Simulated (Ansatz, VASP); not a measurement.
## Zn2SeS: VASP beside Ansatz

Aim: how closely do two programs agree when they are given the same cell, functional and k mesh? The cell is taken from a series of runs on this material, whose earlier steps may have relaxed, scaled, displaced or heated it; both programs get it as it stands.

Calculated with Ansatz 0.2.0; plane waves, with VASP 6.6.1 beside it; zone-centre phonons at PBEsol with D4.

### 1. Starting point

Symmetry: P-4m2, No. 115, tetragonal system. The conventional cell has a = 3.861 Å, b = 3.861 Å, c = 5.460 Å, α = 90.00°, β = 90.00°, γ = 90.00°. Nearest to Zn lie 2 S at 2.32 Å and 2 Se at 2.41 Å. Se has 4 Zn at 2.41 Å nearest. Nearest to S lie 4 Zn at 2.32 Å. Farther neighbours and most contacts between anions are not listed.

### 2. VASP: zone-centre phonons, PBEsol with D4

Second derivatives magnify differences that forces hide, and they need a tight electronic threshold.

Lines of VASP's logs that name or quote its potential files are left out, and so is its time.

INCAR reads:

```
SYSTEM = Zn2SeS
PREC = Accurate
ENCUT = 500
EDIFF = 1E-08
NELM = 120
ISMEAR = -1
SIGMA = 0.05
LREAL = .FALSE.
ALGO = Normal
GGA = PS
IVDW = 13
NELECT = 35.84
NBANDS = 23
LORBIT = 11
LWAVE = .FALSE.
LCHARG = .FALSE.
ISIF = 2
IBRION = 6
NFREE = 2
POTIM = 0.015
NSW = 1
LASPH = .TRUE.
GGA_COMPAT = .FALSE.
KPAR = 2
```

POSCAR reads:

```
Zn2SeS
1.0
    3.8613663361      0.0000000000      0.0000000000
    0.0000000000      3.8613663361      0.0000000000
    0.0000000000      0.0000000000      5.4597651621
Zn Se S
2 1 1
Direct
    0.5000000000      0.0000000000      0.7635396844
    0.0000000000      0.5000000000      0.2364603156
    0.0000000000      0.0000000000      0.5000000000
    0.5000000000      0.5000000000      0.0000000000
```

KPOINTS reads:

```
Automatic mesh
0
Gamma
10 10 6
0 0 0
```

Potentials, in the order of the species: Zn, Se and S (PBE family, release 64).

Run with:

```sh
> mpirun -np 2 vasp_std
```

Numbers of over 12 decimals in the logs are rounded to 6 here.

The program printed:

```text
[banner, memory and clock lines left out]
running    2 mpi-ranks, on    1 nodes
 distrk:  each k-point on    1 cores,    2 groups
 distr:  one band on    1 cores,    1 groups

 POSCAR found type information on POSCAR ZnSeS
 POSCAR found :  3 types and       4 ions
|                                                                             |
|               ----> ADVICE to this user running VASP <----                  |
|                                                                             |
|     You enforced a specific xc type in the INCAR file but a different       |
|     [... a line on the potential file left out ...]
|     I HOPE YOU KNOW WHAT YOU ARE DOING!                                     |
|                                                                             |

 LDA part: xc-table for (Slater+PW92), standard interpolation
 POSCAR, INCAR and KPOINTS ok, starting setup
 FFT: planning ... GRIDC
 FFT: planning ... GRID_SOFT
 FFT: planning ... GRID
 WAVECAR not read
 entering main loop
       N       E                     dE             d eps       ncg     rms          rms(c)
DAV:   1     0.225275815659E+03    0.22528E+03   -0.16292E+04  3864   0.174E+03
DAV:   2     0.490568540040E+01   -0.22037E+03   -0.21392E+03  4067   0.357E+02
DAV:   3    -0.149046118147E+02   -0.19810E+02   -0.19662E+02  4690   0.110E+02
DAV:   4    -0.152921804745E+02   -0.38757E+00   -0.38716E+00  4445   0.160E+01
DAV:   5    -0.152977385446E+02   -0.55581E-02   -0.55572E-02  4854   0.183E+00BRMIX: very serious problems
 the old and the new charge density differ
 old charge density:    36.00000 new   35.83999
BRMIX: very serious problems
 the old and the new charge density differ
 old charge density:    36.00000 new   35.83999
    0.860E+00
DAV:   6    -0.146367393753E+02    0.66100E+00   -0.20564E+00  4696   0.447E+01    0.659E+00
DAV:   7    -0.146405544500E+02   -0.38151E-02   -0.12226E+00  4235   0.770E+00    0.302E+00
DAV:   8    -0.146321378468E+02    0.84166E-02   -0.28186E-02  5636   0.225E+00    0.959E-01
DAV:   9    -0.146314143084E+02    0.72354E-03   -0.11995E-02  5299   0.175E+00    0.235E-01
DAV:  10    -0.146314164715E+02   -0.21631E-05   -0.64322E-04  4782   0.280E-01    0.153E-01
DAV:  11    -0.146314716861E+02   -0.55215E-04   -0.26861E-04  5392   0.131E-01    0.355E-02
DAV:  12    -0.146314808638E+02   -0.91777E-05   -0.45263E-05  4761   0.735E-02    0.174E-02
DAV:  13    -0.146314840706E+02   -0.32069E-05   -0.79605E-06  4586   0.389E-02    0.689E-03
DAV:  14    -0.146314839664E+02    0.10422E-06   -0.15969E-06  4813   0.292E-02    0.169E-03
DAV:  15    -0.146314840162E+02   -0.49822E-07   -0.35961E-07  4634   0.375E-03    0.145E-03
DAV:  16    -0.146314840038E+02    0.12418E-07   -0.22026E-08  3437   0.350E-03    0.349E-04
DAV:  17    -0.146314840121E+02   -0.82832E-08   -0.12905E-08  3247   0.740E-04
   1 F= -.15378824E+02 E0= -.15375442E+02  d E =-.676551E-02
[... from here on, the cycles between the ionic steps are left out ...]
   2 F= -.15378145E+02 E0= -.15374759E+02  d E =-.677196E-02
   7 F= -.15376962E+02 E0= -.15373591E+02  d E =-.674157E-02
   8 F= -.15377935E+02 E0= -.15374549E+02  d E =-.677247E-02
   9 F= -.15377935E+02 E0= -.15374549E+02  d E =-.677247E-02
  10 F= -.15377761E+02 E0= -.15374378E+02  d E =-.676557E-02
  11 F= -.15377761E+02 E0= -.15374378E+02  d E =-.676557E-02
  12 F= -.15377943E+02 E0= -.15374557E+02  d E =-.677142E-02
  13 F= -.15377943E+02 E0= -.15374557E+02  d E =-.677141E-02
  14 F= -.15377849E+02 E0= -.15374466E+02  d E =-.676745E-02
 Finite differences progress:
  Degree of freedom:   7/  7
  Displacement:        1/  2
  Total:              13/ 14
 bond charge predicted
       N       E                     dE             d eps       ncg     rms          rms(c)
DAV:   1    -0.146277104075E+02    0.27990E-02   -0.54228E-01  6925   0.262E+00    0.349E-01
DAV:   2    -0.146306114251E+02   -0.29010E-02   -0.31288E-02  7797   0.102E+00    0.157E-01
DAV:   3    -0.146305355357E+02    0.75889E-04   -0.46008E-04  7744   0.211E-01    0.104E-01
DAV:   4    -0.146305105008E+02    0.25035E-04   -0.22294E-04  8046   0.103E-01    0.205E-02
DAV:   5    -0.146305095247E+02    0.97612E-06   -0.50071E-05  7177   0.110E-01    0.161E-02
DAV:   6    -0.146305094202E+02    0.10453E-06   -0.46474E-06  9395   0.420E-02    0.854E-03
DAV:   7    -0.146305094496E+02   -0.29400E-07   -0.44323E-07  7667   0.596E-03    0.337E-03
DAV:   8    -0.146305094261E+02    0.23495E-07   -0.24557E-07 10099   0.871E-03    0.464E-04
DAV:   9    -0.146305094266E+02   -0.50522E-09   -0.37148E-08  7471   0.208E-03
  15 F= -.15377849E+02 E0= -.15374466E+02  d E =-.676745E-02
 Finite differences progress:
  Degree of freedom:   7/  7
  Displacement:        2/  2
  Total:              14/ 14
```

OUTCAR, selected parts (step 2):

```text
NELECT = 35.84

 ion  position               nearest neighbor table
   1  0.500  0.000  0.764-   4 2.32   4 2.32   3 2.41   3 2.41
   2  0.000  0.500  0.236-   4 2.32   4 2.32   3 2.41   3 2.41
   3  0.000  0.000  0.500-   1 2.41   2 2.41   2 2.41   1 2.41
   4  0.500  0.500  0.000-   1 2.32   2 2.32   1 2.32   2 2.32

  LATTYP: Found a simple tetragonal cell.
 ALAT       =     3.8613663361
 C/A-ratio  =     1.4139464342

 Subroutine GETGRP returns: Found  8 space group operations
 (whereof  8 operations were pure point group operations)

The static configuration has the point symmetry D_2d.

 Found     84 irreducible k-points:

   k-points           NKPTS =     84   k-points in BZ     NKDIM =     84   number of bands    NBANDS=     23

   dimension x,y,z NGX =    28 NGY =   28 NGZ =   40
   dimension x,y,z NGXF=    56 NGYF=   56 NGZF=   80

   ENCUT  =  500.0 eV  36.75 Ry    6.06 a.u.   7.04  7.04  9.95*2*pi/ulx,y,z

 k-points in reciprocal lattice and weights: Automatic mesh
   0.00000000  0.00000000  0.00000000       0.002
   0.10000000  0.00000000  0.00000000       0.007
   0.20000000  0.00000000  0.00000000       0.007
   0.30000000  0.00000000  0.00000000       0.007
   0.40000000  0.00000000  0.00000000       0.007
   0.50000000  0.00000000  0.00000000       0.003
   0.10000000  0.10000000  0.00000000       0.007
   0.20000000  0.10000000  0.00000000       0.013
   0.30000000  0.10000000  0.00000000       0.013
[...]
21       6.1242      0.00000
    ...

 k-point     3 :       0.2000    0.0000    0.0000
  band No.  band energies     occupation
    ...
     13      -2.7919      2.00000
     14      -1.1095      2.00000
     15      -0.0694      2.00000
     16       0.4436      2.00000
     17       1.4395      1.99934
     18       1.9898      0.09632
     19       5.0839      0.00000
     20       5.7370      0.00000
     21       7.2249      0.00000
     22       7.8603      0.00000
    ...

 k-point     4 :       0.3000    0.0000    0.0000
  band No.  band energies     occupation
    ...
     14      -1.3570      2.00000
     15      -0.5501      2.00000
     16       0.2251      2.00000
     17       0.7768      2.00000
     18       1.8228      1.17592
     19       5.6938      0.00000
     20       6.1821      0.00000
     21       7.8812      0.00000
     22       8.3594      0.00000
     23       8.7667      0.00000

 k-point     5 :       0.4000    0.0000    0.0000
  band No.  band energies     occupation
    ...
     14      -1.5102      2.00000
     15      -1.0652      2.00000
     16       0.0457      2.00000
     17       0.5479      2.00000
     18       1.5988      1.98425
     19       6.1521      0.00000
     20       6.6376      0.00000
     21       8.1816      0.00000
     22       8.5670      0.00000
     23       9.0884      0.00000

  DFT-D4 for vdW energy calculation

  Edisp (eV):   -0.74734

  Total      -1.45823    -1.26637    -1.23202     0.00000     0.00000     0.00000
  in kB     -28.69999   -24.92389   -24.24782     0.00000     0.00000     0.00000
  external pressure =      -25.96 kB  Pullay stress =        0.00 kB

  energy-cutoff  :      500.00
  volume of cell :       81.41
      direct lattice vectors                 reciprocal lattice vectors
     3.861366336  0.000000000  0.000000000     0.258975687  0.000000000  0.000000000
     0.000000000  3.861366336  0.000000000     0.000000000  0.258975687  0.000000000
     0.000000000  0.000000000  5.459765162     0.000000000  0.000000000  0.183158061

 POSITION                                       TOTAL-FORCE (eV/Angst)
 -----------------------------------------------------------------------------------
      1.93068      0.00000      4.16875         0.000000      0.000000      0.019932
      0.00000      1.93068      1.29102         0.000000      0.000000     -0.106890
      0.00000      0.00000      2.72988         0.000000      0.000000     -0.043146
      1.93068      1.93068     -0.01500         0.000000      0.000000      0.130104
 -----------------------------------------------------------------------------------
    total drift:                               -0.000000      0.000000     -0.000177

  FREE ENERGIE OF THE ION-ELECTRON SYSTEM (eV)
  ---------------------------------------------------
  free  energy   TOTEN  =       -15.3778494596 eV

  energy  without entropy=      -15.3710820065  energy(sigma->0) =      -15.37446573

 Eigenvectors and eigenvalues of the dynamical matrix
 ----------------------------------------------------

   1 f  =    8.866298 THz    55.708595 2PiTHz  295.747875 cm-1    36.668047 meV
             X         Y         Z           dx          dy          dz
      1.930683  0.000000  4.168747     0.034839    0.100603    0.000000
      0.000000  1.930683  1.291018    -0.465496   -0.007529    0.000000
      0.000000  0.000000  2.729883    -0.145288    0.031400   -0.000000
      1.930683  1.930683  0.000000     0.846385   -0.182921   -0.000000

   2 f  =    8.866298 THz    55.708595 2PiTHz  295.747875 cm-1    36.668047 meV
             X         Y         Z           dx          dy          dz
      1.930683  0.000000  4.168747    -0.007529    0.465496   -0.000000
      0.000000  1.930683  1.291018     0.100603   -0.034839    0.000000
      0.000000  0.000000  2.729883     0.031400    0.145288    0.000000
      1.930683  1.930683  0.000000    -0.182921   -0.846385    0.000000

   3 f  =    8.737131 THz    54.897015 2PiTHz  291.439327 cm-1    36.133855 meV
             X         Y         Z           dx          dy          dz
      1.930683  0.000000  4.168747     0.000000   -0.000000   -0.233702
      0.000000  1.930683  1.291018    -0.000000    0.000000   -0.233702
      0.000000  0.000000  2.729883    -0.000000   -0.000000   -0.165113
      1.930683  1.930683  0.000000     0.000000    0.000000    0.929250

   4 f  =    6.674734 THz    41.938589 2PiTHz  222.645153 cm-1    27.604468 meV
             X         Y         Z           dx          dy          dz
      1.930683  0.000000  4.168747    -0.074210    0.125237    0.000000
      0.000000  1.930683  1.291018    -0.013415    0.692768   -0.000000
      0.000000  0.000000  2.729883     0.074734   -0.697667   -0.000000
      1.930683  1.930683  0.000000     0.008505   -0.079397    0.000000

   5 f  =    6.674734 THz    41.938589 2PiTHz  222.645153 cm-1    27.604468 meV
             X         Y         Z           dx          dy          dz
      1.930683  0.000000  4.168747     0.692768    0.013415   -0.000000
      0.000000  1.930683  1.291018     0.125237    0.074210    0.000000
      0.000000  0.000000  2.729883    -0.697667   -0.074734    0.000000
      1.930683  1.930683  0.000000    -0.079397   -0.008505   -0.000000

   6 f  =    6.476921 THz    40.695697 2PiTHz  216.046842 cm-1    26.786382 meV
             X         Y         Z           dx          dy          dz
      1.930683  0.000000  4.168747     0.000000   -0.000000    0.417071
      0.000000  1.930683  1.291018     0.000000   -0.000000    0.417071
      0.000000  0.000000  2.729883    -0.000000    0.000000   -0.804763
      1.930683  1.930683  0.000000    -0.000000    0.000000    0.066789

   7 f  =    6.126057 THz    38.491154 2PiTHz  204.343280 cm-1    25.335326 meV
             X         Y         Z           dx          dy          dz
      1.930683  0.000000  4.168747    -0.000000    0.000000   -0.707107
      0.000000  1.930683  1.291018     0.000000    0.000000    0.707107
      0.000000  0.000000  2.729883     0.000000   -0.000000   -0.000000
      1.930683  1.930683  0.000000    -0.000000   -0.000000   -0.000000

   8 f  =    2.231001 THz    14.017790 2PiTHz   74.418171 cm-1     9.226673 meV
             X         Y         Z           dx          dy          dz
      1.930683  0.000000  4.168747     0.292253    0.560125    0.000000
      0.000000  1.930683  1.291018    -0.413174   -0.396197    0.000000
      0.000000  0.000000  2.729883     0.238602   -0.323463    0.000000
      1.930683  1.930683  0.000000    -0.198311    0.268842    0.000000

   9 f  =    2.231001 THz    14.017790 2PiTHz   74.418171 cm-1     9.226673 meV
             X         Y         Z           dx          dy          dz
      1.930683  0.000000  4.168747    -0.396197    0.413174   -0.000000
      0.000000  1.930683  1.291018     0.560125   -0.292253    0.000000
      0.000000  0.000000  2.729883    -0.323463   -0.238602    0.000000
      1.930683  1.930683  0.000000     0.268842    0.198311    0.000000

  10 f/i=    0.014362 THz     0.090236 2PiTHz    0.479050 cm-1     0.059395 meV
             X         Y         Z           dx          dy          dz
      1.930683  0.000000  4.168747    -0.000000    0.000000    0.520995
      0.000000  1.930683  1.291018    -0.000000    0.000000    0.520995
      0.000000  0.000000  2.729883    -0.000000    0.000000    0.570170
      1.930683  1.930683  0.000000    -0.000000    0.000000    0.363365

  11 f/i=    0.019193 THz     0.120590 2PiTHz    0.640194 cm-1     0.079374 meV
             X         Y         Z           dx          dy          dz
      1.930683  0.000000  4.168747     0.254701   -0.455557    0.000000
      0.000000  1.930683  1.291018     0.255622   -0.453914    0.000000
      0.000000  0.000000  2.729883     0.278550   -0.496418    0.000000
      1.930683  1.930683  0.000000     0.177919   -0.317078    0.000000

  12 f/i=    0.019193 THz     0.120590 2PiTHz    0.640194 cm-1     0.079374 meV
             X         Y         Z           dx          dy          dz
      1.930683  0.000000  4.168747     0.453914    0.255622   -0.000000
      0.000000  1.930683  1.291018     0.455557    0.254701   -0.000000
      0.000000  0.000000  2.729883     0.496418    0.278550   -0.000000
      1.930683  1.930683  0.000000     0.317078    0.177919   -0.000000

 ELASTIC MODULI CONTR FROM IONIC RELAXATION (kBar)
 Direction    XX          YY          ZZ          XY          YZ          ZX
 --------------------------------------------------------------------------------
 XX        -337.7661    336.1265     -0.9270      0.0000      0.0000     -0.0000
 YY         336.1265   -337.7661     -0.9270      0.0000      0.0000      0.0000
 ZZ          -0.9270     -0.9270     -1.0481      0.0000      0.0000      0.0000
 XY           0.0000      0.0000      0.0000      0.0000      0.0000      0.0000
 YZ           0.0000      0.0000      0.0000      0.0000   -324.3334      0.0000
 ZX          -0.0000      0.0000      0.0000      0.0000      0.0000   -324.3333
 --------------------------------------------------------------------------------

 total charge
# of ion       s       p       d       tot
------------------------------------------
    1        0.539   0.493   9.788  10.819
    2        0.539   0.493   9.788  10.819
    3        1.438   2.420   0.035   3.893
    4        1.312   2.393   0.000   3.704
--------------------------------------------------
tot          3.827   5.799  19.611  29.237

[... 1 further part left out ...]
```

The cell is charged against a uniform background.

Levels, forces or a CONTCAR printed for this step are those of its last displaced cell, not of the structure at rest.

[end of part 1 of 2]

[Lines on the potential files, build, host, timing and source positions are cut from VASP's logs without a mark.]

[Logs are printed without paths, hosts, clocks, repeated set-up lines and the standing remarks that a program may print on its own settings, such as how far it seeks lower states.]

[Hosts, paths, dates, database ids (printed as entryN), source tags and the programs' standing remarks are cut or masked in the printed files.]
